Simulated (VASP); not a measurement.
## A VASP study of AlBAs2 (LAK): structure first, properties next

Wanted: the relaxed cell of AlBAs2 and its properties. The steps: rough relaxation of the start cell, relaxing cell and atoms (LAK), single point with fields (LAK), bands along the symmetry lines (LAK), density of states (LAK), vibrations at Γ (LAK) and bands along the symmetry lines (LAK), changed input. The cell is invented: it takes the structure of COD entry 9008833, BAs (space group 216 there), with some of its atoms replaced by other elements, volume scaled by an estimate. It may not be a known or stable phase. Left out of this account: 1 further run (core levels: core levels are not valid at this level).

Method: LAK; plane waves and PAW (As, Al, B); invented cell, in VASP 6.6.1.

### Step 1. Set-up

Before any relaxation, the start is as follows. The structure is tetragonal, space group P-4m2 (No. 115). Conventional cell: a = 3.520 Å, b = 3.520 Å, c = 4.978 Å, α = 90.00°, β = 90.00°, γ = 90.00°. Nearest to As lie 2 B at 2.16 Å and 2 Al at 2.16 Å. Al has 4 As at 2.16 Å nearest. B has 4 As at 2.16 Å nearest. It derives from BAs. it takes the structure of COD entry 9008833, BAs (space group 216 there), with some of its atoms replaced by other elements, volume scaled by an estimate. Farther neighbours are not listed.

As a file:

```cif
data_structure
_symmetry_space_group_name_H-M 'P-4m2'
_symmetry_Int_Tables_number 115
_cell_length_a 3.5203
_cell_length_b 3.5203
_cell_length_c 4.9784
_cell_angle_alpha 90.000
_cell_angle_beta 90.000
_cell_angle_gamma 90.000
_cell_volume 61.70
loop_
_atom_site_label
_atom_site_type_symbol
_atom_site_symmetry_multiplicity
_atom_site_Wyckoff_symbol
_atom_site_fract_x
_atom_site_fract_y
_atom_site_fract_z
_atom_site_occupancy
As1 As 2 g 0.00000 0.50000 0.25000 1
Al1 Al 1 a 0.00000 0.00000 0.00000 1
B1 B 1 c 0.50000 0.50000 0.50000 1
```

### Step 2. Rough relaxation of the start cell

The start is only an estimate, so a cheap relaxation brings it near a minimum before any careful run. LAK is a meta-GGA built to open gaps without exact exchange.

Input file INCAR:

```
SYSTEM = AlBAs2
PREC = Normal
ENCUT = 420
EDIFF = 1E-05
NELM = 60
ISMEAR = -1
SIGMA = 0.05
LREAL = .FALSE.
ALGO = Normal
METAGGA = LAK
LASPH = .TRUE.
NBANDS = 14
LORBIT = 11
LWAVE = .FALSE.
LCHARG = .FALSE.
KPAR = 2
IBRION = 2
NSW = 40
ISIF = 3
EDIFFG = -0.04
```

Input file POSCAR:

```
AlBAs2
1.0
    3.5202920000      0.0000000000      0.0000000000
    0.0000000000      3.5202920000      0.0000000000
    0.0000000000      0.0000000000      4.9784450000
As Al B
2 1 1
Direct
    0.0000000000      0.5000000000      0.2500000000
    0.5000000000      0.0000000000      0.7500000000
    0.0000000000      0.0000000000      0.0000000000
    0.5000000000      0.5000000000      0.5000000000
```

Input file KPOINTS:

```
Automatic mesh
0
Gamma
5 5 4
0 0 0
```

The projector-augmented-wave data sets are As, Al and B (PBE family, release 64).

The run is started by

```console
$ mpirun -np 2 vasp_std
```

The log of the run:

```text
[banner, memory and clock lines left out]
running    2 mpi-ranks, on    1 nodes
 distrk:  each k-point on    1 cores,    2 groups
 distr:  one band on    1 cores,    1 groups

 POSCAR found type information on POSCAR AsAlB
 POSCAR found :  3 types and       4 ions
|                                                                             |
|               ----> ADVICE to this user running VASP <----                  |
|                                                                             |
|     You enforced a specific xc type in the INCAR file but a different       |
|     [... a line on the potential file left out ...]
|     I HOPE YOU KNOW WHAT YOU ARE DOING!                                     |
|                                                                             |

 LDA part: xc-table for (None), standard interpolation
 POSCAR, INCAR and KPOINTS ok, starting setup
 FFT: planning ... GRIDC
 FFT: planning ... GRID_SOFT
 FFT: planning ... GRID
 WAVECAR not read
 entering main loop
       N       E                     dE             d eps       ncg     rms          rms(c)
DAV:   1     0.692057490493E+02    0.69206E+02   -0.55820E+03   512   0.804E+02
DAV:   2     0.152477467593E+02   -0.53958E+02   -0.48916E+02   694   0.136E+02
DAV:   3     0.128050056384E+02   -0.24427E+01   -0.24179E+01   686   0.299E+01
DAV:   4     0.127873129586E+02   -0.17693E-01   -0.17690E-01   546   0.299E+00
DAV:   5     0.127871223410E+02   -0.19062E-03   -0.19062E-03   642   0.323E-01    0.810E+00
DAV:   6     0.181229979982E+02    0.53359E+01   -0.11576E+00   504   0.804E+00    0.529E+00
DAV:   7     0.179444713007E+02   -0.17853E+00   -0.50171E-01   588   0.530E+00    0.830E-01
DAV:   8     0.179365109079E+02   -0.79604E-02   -0.17100E-02   618   0.107E+00    0.478E-01
DAV:   9     0.179361994361E+02   -0.31147E-03   -0.40922E-03   576   0.579E-01    0.137E-01
DAV:  10     0.179358083127E+02   -0.39112E-03   -0.12186E-03   582   0.318E-01    0.357E-02
DAV:  11     0.179358072826E+02   -0.10301E-05   -0.65060E-05   570   0.684E-02
   1 F= 0.17935807E+02 E0= 0.17935808E+02  d E =0.179358E+02
 curvature:   0.00 expect dE= 0.000E+00 dE for cont linesearch  0.000E+00
 trial: gam= 0.00000 g(F)=  0.284E+01 g(S)=  0.590E+01 ort = 0.000E+00 (trialstep = 0.100E+01)
 search vector abs. value=  0.873E+01
 bond charge predicted
       N       E                     dE             d eps       ncg     rms          rms(c)
DAV:   1     0.178646799448E+02   -0.71128E-01   -0.10520E+02   612   0.566E+01    0.762E+00
DAV:   2     0.167337295164E+02   -0.11310E+01   -0.12445E+01   612   0.195E+01    0.661E+00
DAV:   3     0.169863887040E+02    0.25266E+00   -0.86710E-01   582   0.586E+00    0.307E+00
DAV:   4     0.171547117887E+02    0.16832E+00   -0.32874E-01   624   0.384E+00    0.548E-01
DAV:   5     0.171584104827E+02    0.36987E-02   -0.36091E-02   564   0.132E+00    0.644E-01
DAV:   6     0.171583106591E+02   -0.99824E-04   -0.40417E-03   600   0.434E-01    0.305E-01
DAV:   7     0.171580533585E+02   -0.25730E-03   -0.50590E-04   594   0.161E-01    0.128E-01
DAV:   8     0.171580101513E+02   -0.43207E-04   -0.69755E-05   606   0.610E-02    0.311E-02
DAV:   9     0.171580001680E+02   -0.99833E-05   -0.19163E-05   590   0.332E-02
   2 F= 0.17158000E+02 E0= 0.17158981E+02  d E =-.777807E+00
[...]
3 F= 0.15974717E+02 E0= 0.15974717E+02  d E =-.196109E+01
[...]
4 F= 0.15970802E+02 E0= 0.15970802E+02  d E =-.196500E+01
[...]
5 F= 0.15970510E+02 E0= 0.15970510E+02  d E =-.196530E+01
[...]
6 F= 0.15919480E+02 E0= 0.15919480E+02  d E =-.510296E-01
[...]
7 F= 0.15912270E+02 E0= 0.15912270E+02  d E =-.582398E-01
 curvature:  -0.70 expect dE=-0.413E-02 dE for cont linesearch -0.101E-04
 trial: gam= 0.06602 g(F)=  0.431E-03 g(S)=  0.546E-02 ort = 0.110E-02 (trialstep = 0.987E+00)
 search vector abs. value=  0.639E-02
 bond charge predicted
       N       E                     dE             d eps       ncg     rms          rms(c)
DAV:   1     0.159089035549E+02   -0.33699E-02   -0.74423E-02   570   0.169E+00    0.174E-01
DAV:   2     0.159094927300E+02    0.58918E-03   -0.38032E-03   624   0.478E-01    0.126E-01
DAV:   3     0.159095765874E+02    0.83857E-04   -0.63095E-04   618   0.171E-01    0.295E-02
DAV:   4     0.159095643592E+02   -0.12228E-04   -0.46570E-05   576   0.510E-02    0.283E-02
DAV:   5     0.159095620226E+02   -0.23366E-05   -0.71191E-06   324   0.219E-02
   8 F= 0.15909562E+02 E0= 0.15909562E+02  d E =-.270798E-02
 trial-energy change:   -0.002708  1 .order   -0.002712   -0.005879    0.000456
 step:   0.9157(harm=  0.9157)  dis= 0.00103  next Energy=    15.909542 (dE=-0.273E-02)
 reached required accuracy - stopping structural energy minimisation
```

Elapsed: 2.1 min, on 2 MPI ranks of AMD EPYC 7R43, shared host; peak memory 0.21 GiB; 4.2 min of CPU time.

The logs omit lines about the potential files and the build; timing stands in the text.

OUTCAR, selected parts (step 2):

```text
ion  position               nearest neighbor table
   1  0.000  0.500  0.250-   3 2.16   4 2.16   3 2.16   4 2.16
   2  0.500  0.000  0.750-   3 2.16   4 2.16   4 2.16   3 2.16
   3  0.000  0.000  0.000-   1 2.16   2 2.16   1 2.16   2 2.16
   4  0.500  0.500  0.500-   1 2.16   2 2.16   2 2.16   1 2.16

  LATTYP: Found a simple tetragonal cell.
 ALAT       =     3.5202920000
 C/A-ratio  =     1.4142136505

 Subroutine GETGRP returns: Found  8 space group operations
 (whereof  8 operations were pure point group operations)

The static configuration has the point symmetry D_2d.

 Found     18 irreducible k-points:

   k-points           NKPTS =     18   k-points in BZ     NKDIM =     18   number of bands    NBANDS=     14

   dimension x,y,z NGX =    18 NGY =   18 NGZ =   28
   dimension x,y,z NGXF=    36 NGYF=   36 NGZF=   56

   ENCUT  =  420.0 eV  30.87 Ry    5.56 a.u.   5.88  5.88  8.32*2*pi/ulx,y,z

   NELECT =      16.0000    total number of electrons

 k-points in reciprocal lattice and weights: Automatic mesh
   0.00000000  0.00000000  0.00000000       0.010
   0.20000000  0.00000000  0.00000000       0.040
   0.40000000  0.00000000  0.00000000       0.040
   0.20000000  0.20000000  0.00000000       0.040
   0.40000000  0.20000000  0.00000000       0.080
   0.40000000  0.40000000  0.00000000       0.040
   0.00000000  0.00000000  0.25000000       0.020
   0.20000000  0.00000000  0.25000000       0.080
   0.40000000  0.00000000  0.25000000       0.080
[...]
0.40000000  0.20000000  0.50000000       0.080
   0.40000000  0.40000000  0.50000000       0.040

 average (electrostatic) potential at core
       1 -54.9826       2 -54.9826       3 -78.6581       4 -29.6960

 E-fermi :   5.5165

 k-point     1 :       0.0000    0.0000    0.0000
  band No.  band energies     occupation
    ...
      4       1.3263      2.00000
      5       1.3263      2.00000
      6       4.4754      2.00000
      7       4.8802      1.99999
      8       4.8802      1.99999
      9       6.1291      0.00001
     10       6.2743      0.00000
     11       8.5931      0.00000
     12       8.5931      0.00000
     13       8.6209      0.00000
    ...

 k-point     2 :       0.2000    0.0000    0.0000
  band No.  band energies     occupation
    ...
      4       0.1244      2.00000
      5       1.5984      2.00000
      6       2.6388      2.00000
      7       3.5074      2.00000
      8       4.7249      2.00000
      9       6.5032      0.00000
     10       8.4113      0.00000
     11       8.8384      0.00000
     12       8.9502      0.00000
     13       9.2305      0.00000
    ...

 k-point     3 :       0.4000    0.0000    0.0000
  band No.  band energies     occupation
    ...
      4      -0.0734      2.00000
      5       0.2027      2.00000
      6       1.6448      2.00000
      7       2.2103      2.00000
      8       4.2434      2.00000
      9       7.2133      0.00000
     10       9.1909      0.00000
     11       9.6191      0.00000
     12       9.9761      0.00000
     13      11.0227      0.00000
    ...

  Total       -0.1293509     -0.1293509     -0.0800787      0.0000000      0.0000000     -0.0000000
  in kB       -2.7688147     -2.7688147     -1.7141207      0.0000000      0.0000000     -0.0000000
  external PRESSURE =      -2.4172500 kB  Pullay stress =       0.0000000 kB

  energy-cutoff  :      420.00
  volume of cell :       74.85
      direct lattice vectors                 reciprocal lattice vectors
     3.709067340  0.000000000 -0.000000000     0.269609556  0.000000000  0.000000000
     0.000000000  3.709067340 -0.000000000     0.000000000  0.269609556  0.000000000
     0.000000000 -0.000000000  5.440725273     0.000000000  0.000000000  0.183799025

 POSITION                                       TOTAL-FORCE (eV/Angst)
 -----------------------------------------------------------------------------------
      0.00000      1.85453      1.55783         0.000000      0.000000     -0.037750
      1.85453     -0.00000      3.88289        -0.000000     -0.000000      0.037750
      3.70907      0.00000     -0.00000        -0.000000      0.000000      0.000000
      1.85453      1.85453      2.72036        -0.000000     -0.000000      0.000000
 -----------------------------------------------------------------------------------
    total drift:                                0.000000     -0.000000     -0.000000

  FREE ENERGIE OF THE ION-ELECTRON SYSTEM (eV)
  ---------------------------------------------------
  free  energy   TOTEN  =        15.9095620226 eV

  energy  without entropy=       15.9095622050  energy(sigma->0) =       15.90956211

 reached required accuracy - stopping structural energy minimisation

 total charge
# of ion       s       p       d       tot
------------------------------------------
    1        1.145   1.658   0.049   2.852
    2        1.145   1.658   0.049   2.852
    3        0.421   0.434   0.000   0.855
    4        0.652   0.975   0.000   1.627
--------------------------------------------------
tot          3.363   4.724   0.098   8.185

[... 3 further parts left out ...]
```

The gap is read on the k-mesh alone, so it is an upper bound where the band edges lie off the mesh. This relaxation is a rough one on cheap settings, only to bring the start near its minimum. The PAW data sets were made with PBE, which is usual practice but a small mismatch for other functionals. After so large a change of volume the plane waves of the start cell no longer fit, so the final stress carries a basis-set error. The run keeps the 8 symmetry operations of its start, so it cannot find a distortion of lower symmetry.

The steps of the relaxation:

| step | energy less that of the first step (eV) | largest force (eV/Å) | pressure (GPa) | volume (Å³) |
| --- | --- | --- | --- | --- |
| 1 | 0.0000 | 5.4221 | 33.14 | 61.70 |
| 2 | -0.7778 | 1.4192 | -13.44 | 94.79 |
| 3 | -1.9611 | 0.4350 | -2.54 | 77.29 |
| 4 | -1.9650 | 0.5490 | -1.78 | 76.64 |
| 5 | -1.9653 | 0.6103 | -1.37 | 76.31 |
| 6 | -2.0163 | 0.1730 | -0.16 | 74.98 |
| 7 | -2.0235 | 0.0669 | 0.53 | 74.30 |
| 8 | -2.0262 | 0.0377 | -0.24 | 74.85 |

```csv
"conventional cell, symmetrised",before,after,change
a (Å),3.520,3.709,+5.4 %
b (Å),3.520,3.709,+5.4 %
c (Å),4.978,5.441,+9.3 %
volume (Å³/atom),15.42,18.71,+21.3 %
```

The atoms that moved most (Å, as changes of fractional coordinates times the final cell):

```csv
atom,dx,dy,dz,length
As1,0.000,0.000,0.198,0.198
As2,0.000,0.000,-0.198,0.198
```

Final coordinates:

```
As Al B
1.0
     3.70907    0.00000    0.00000
     0.00000    3.70907    0.00000
     0.00000    0.00000    5.44073
As Al B
2 1 1
Cartesian
  0.0000 1.8545 1.5578
  1.8545 0.0000 3.8829
  0.0000 0.0000 0.0000
  1.8545 1.8545 2.7204
```

A gap read on the k-mesh alone can miss the band edges.

Numbers from this step:

| Item | Value |
| --- | --- |
| electrons | 16 |
| bands | 14 |
| irreducible k-points | 18 |
| symmetry operations | 8 |
| free energy (TOTEN) | 15.91 eV |
| Fermi energy | 5.516 eV |
| pressure | -0.2417 GPa |
| metallic | no |
| valence top at k | 0, 0, 0 |
| conduction bottom at k | 0, 0, 0 |
| least direct gap at k | 0, 0, 0 |
| SCF cycles over all ionic steps | 55 |
| gap on the k-mesh | 1.249 eV |
| least direct gap on the k-mesh | 1.249 eV |

It ends with a largest force of 0.038 eV/Å and a pressure of -0.24 GPa.

[end of part 1 of 5]

[Lines on the potential files, build, host, timing and source positions are cut from VASP's logs without a mark.]

[Logs are printed without paths, hosts, clocks, repeated set-up lines and the standing remarks that a program may print on its own settings, such as how far it seeks lower states.]

[Hosts, paths, dates, database ids (printed as entryN), source tags and the programs' standing remarks are cut or masked in the printed files.]

[A measured line is paired with the nearest computed mode of its activity, which favours agreement.]
